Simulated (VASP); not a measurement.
Output of a VASP run:

OSZICAR:
```
       N       E                     dE             d eps       ncg     rms          rms(c)
DAV:   1     0.250636524186E+03    0.25064E+03   -0.13658E+04  2696   0.188E+03
DAV:   2     0.163974022182E+02   -0.23424E+03   -0.23307E+03  2720   0.491E+02
DAV:   3    -0.112840704476E+02   -0.27681E+02   -0.27421E+02  5352   0.135E+02
DAV:   4    -0.123366152420E+02   -0.10525E+01   -0.10525E+01  2736   0.287E+01
DAV:   5    -0.123922407361E+02   -0.55625E-01   -0.55625E-01  4480   0.446E+00    0.125E+01
DAV:   6    -0.103446544811E+02    0.20476E+01   -0.75051E+00  3176   0.325E+01    0.320E+00
DAV:   7    -0.103253742540E+02    0.19280E-01   -0.83550E-01  4048   0.790E+00    0.202E+00
DAV:   8    -0.103527987043E+02   -0.27424E-01   -0.22255E-01  3088   0.640E+00    0.734E-01
DAV:   9    -0.103433056020E+02    0.94931E-02   -0.53033E-02  3248   0.271E+00    0.597E-02
DAV:  10    -0.103435779801E+02   -0.27238E-03   -0.25252E-03  4264   0.408E-01    0.868E-02
DAV:  11    -0.103436286678E+02   -0.50688E-04   -0.19695E-04  3176   0.128E-01    0.279E-02
DAV:  12    -0.103436203340E+02    0.83338E-05   -0.31871E-05  3520   0.477E-02    0.604E-03
DAV:  13    -0.103436210668E+02   -0.73279E-06   -0.68280E-07  1928   0.975E-03
   1 F= -.10343621E+02 E0= -.10343519E+02  d E =-.103436E+02
```

File OUTCAR:
```
------------------------ aborting loop because EDIFF is reached ----------------------------------------
  FORCE on cell =-STRESS in cart. coord.  units (eV):
  Direction    XX          YY          ZZ          XY          YZ          ZX
  --------------------------------------------------------------------------------------
  Total       -0.0078818     -0.0078818      0.0194346      0.0000000      0.0000000     -0.0000000
  in kB       -0.3764124     -0.3764124      0.9281401      0.0000000      0.0000000     -0.0000000
  external PRESSURE =       0.0584385 kB  Pullay stress =       0.0000000 kB
  volume of cell :       33.55
      direct lattice vectors                 reciprocal lattice vectors
     1.450996866 -2.513200350  0.000000000     0.344590682 -0.198949519  0.000000000
     1.450996866  2.513200350  0.000000000     0.344590682  0.198949519  0.000000000
     0.000000000  0.000000000  4.599896067     0.000000000  0.000000000  0.217396216
 POSITION                                       TOTAL-FORCE (eV/Angst)
 -----------------------------------------------------------------------------------
      1.45100      0.83774      1.14997         0.000000     -0.000000      0.000000
      1.45100     -0.83774      3.44992         0.000000      0.000000      0.000000
 -----------------------------------------------------------------------------------
    total drift:                               -0.000000      0.001051     -0.000020
  FREE ENERGIE OF THE ION-ELECTRON SYSTEM (eV)
  ---------------------------------------------------
  free  energy   TOTEN  =       -10.3436210668 eV

  energy  without entropy=      -10.3433143468  energy(sigma->0) =      -10.34351883

 reached required accuracy - stopping structural energy minimisation
```
(Selected blocks of OUTCAR.)

POSCAR:
```
Ti
1
    1.4509968665    -2.5132003503    -0.0000000000
    1.4509968665     2.5132003503     0.0000000000
   -0.0000000000     0.0000000000     4.5998960665
Ti
2
Direct
  0.3333330000   0.6666670000   0.2500000000
  0.6666670000   0.3333330000   0.7500000000
```

Question: Write an INCAR and KPOINTS that could have produced this output.

Answer: Several could match; the one computed here: the input of the run itself, vdW-DF-cx, plane waves, VASP's PBE PAW potentials (set 64).

**KPOINTS**
```
Regular mesh
0
gamma
 13 13 7
0 0 0
```

INCAR:
```
SYSTEM  =  Ti
PREC  =  Accurate; ENCUT  =  520; LREAL  =  .False.
LASPH  =  .True.
EDIFF  =  1E-6; NELM  =  100; ALGO  =  Normal
LMAXMIX  =  4
ISMEAR  =  1; SIGMA  =  0.1
GGA  =  CX; LUSE_VDW  =  .True.; AGGAC  =  0.0
IBRION  =  2; NSW  =  60; ISIF  =  3
EDIFFG  =  -0.01
LWAVE  =  .False.; LCHARG  =  .False.
```

POTCAR, in this order: Ti_sv (PBE.64 set). Program: vasp_std.

The compound is Ti in the hcp structure. It was relaxed first. The start is the result of an earlier pass.
